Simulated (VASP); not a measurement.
The system is HfO2.

```
CELL_PARAMETERS angstrom
0.00000 2.65000 2.65000
2.65000 0.00000 2.65000
2.65000 2.65000 0.00000
ATOMIC_POSITIONS crystal
Hf 0.00000 0.00000 0.00000
O 0.25000 0.25000 0.25000
O 0.75000 0.75000 0.75000
```

The cell was built by a generator and needn't be a form met in nature.

Base run:

```yaml
Program: VASP 6.6.1
Functional: PBE
Potentials_or_basis: VASP PAW PBE potentials, release 64 (Hf_pv, O)
Cutoff: 700 eV
k_mesh: 6 × 6 × 6
Occupations: gaussian, width 0.05 eV
Spin: no spin polarisation
```

Its results: band gap on the k mesh 3.44 eV, direct; pressure -25.3 GPa.

The run is repeated on the same cell with these changes: functional from PBE to PBEsol. What comes out?

Band gap on the k mesh 3.33 eV, direct; pressure -31.5 GPa.

PBEsol binds more tightly than PBE, so the same cell stands under less pressure.

Caveats: spin-orbit coupling is left out, which moves the levels of the heavy elements; so large a pressure means that the cell lies far from this level's equilibrium, or that cutoff or potentials fall short (some runs); a pressure of tens of GPa on the cell as given is suspect, and the run, the potentials or the cell itself is likely at fault (some runs); the PAW data sets were made with another functional, which shifts forces and pressure a little (some runs).

A k mesh can miss the band edges.
